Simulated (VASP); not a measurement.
Ba2Tl5V3O12:

```
CELL_PARAMETERS angstrom
4.23698 2.44622 6.12840
-4.23698 2.44622 6.12840
0.00000 -4.89244 6.12840
ATOMIC_POSITIONS crystal
Ba 0.50000 0.50000 0.50000
Ba 0.00000 0.00000 0.00000
V 0.50000 0.50000 0.00000
V 0.00000 0.50000 0.50000
V 0.50000 0.00000 0.50000
Tl 0.00000 0.00000 0.50000
Tl 0.50000 0.00000 0.00000
Tl 0.00000 0.50000 0.00000
Tl 0.74045 0.74045 0.74045
Tl 0.25955 0.25955 0.25955
O 0.71652 0.08089 0.41242
O 0.41242 0.71652 0.08089
O 0.08089 0.41242 0.71652
O 0.58757 0.91911 0.28348
O 0.91911 0.28348 0.58757
O 0.28348 0.58757 0.91911
O 0.28348 0.91911 0.58757
O 0.58757 0.28348 0.91911
O 0.91911 0.58757 0.28348
O 0.41242 0.08089 0.71652
O 0.08089 0.71652 0.41242
O 0.71652 0.41242 0.08089
```

The cell was built by a generator and needn't be a form met in nature.

Base run:

```yaml
Program: VASP 6.6.1
Functional: PBE
Potentials_or_basis: VASP PAW PBE potentials, release 64 (Ba_sv, V_sv, Tl_d, O)
Cutoff: 520 eV
k_mesh: 4 × 4 × 4
Occupations: fermi-dirac, width 0.05 eV
Spin: collinear spin, ferromagnetic start
Starting_moments: "[0.0, 0.0, 2.0, 2.0, 2.0, 0.0, 0.0, 0.0, 0.0, 0.0, 0.0, 0.0, 0.0, 0.0, 0.0, 0.0, 0.0, 0.0, 0.0, 0.0, 0.0, 0.0] μB"
```

Its results: band gap on the k mesh none (metal or under the smearing width); pressure 0.4 GPa; net moment 1.10 μB per cell; site moments Ba +0.00, -0.00; V +0.34; Tl -0.00, +0.03; O -0.01 μB; largest force 0.068 eV/Å.

Q: The run is repeated on the same cell with these changes: dispersion from none to TS. What comes out?

A: Band gap on the k mesh none (metal or under the smearing width); pressure -1.6 GPa; net moment 1.10 μB per cell; site moments Ba +0.00, -0.00; V +0.34; Tl -0.00, +0.03; O -0.01 μB; largest force 0.062 eV/Å.

Dispersion adds attraction, which lowers the pressure at fixed volume.

Caveats: semilocal functionals often make such compounds metallic where correlation or magnetic order opens a gap, which also shifts bond lengths; atom-pairwise D2, TS and ULG terms overbind metals (some runs); pairwise dispersion overbinds metals, which lowers pressure and volume (some runs).
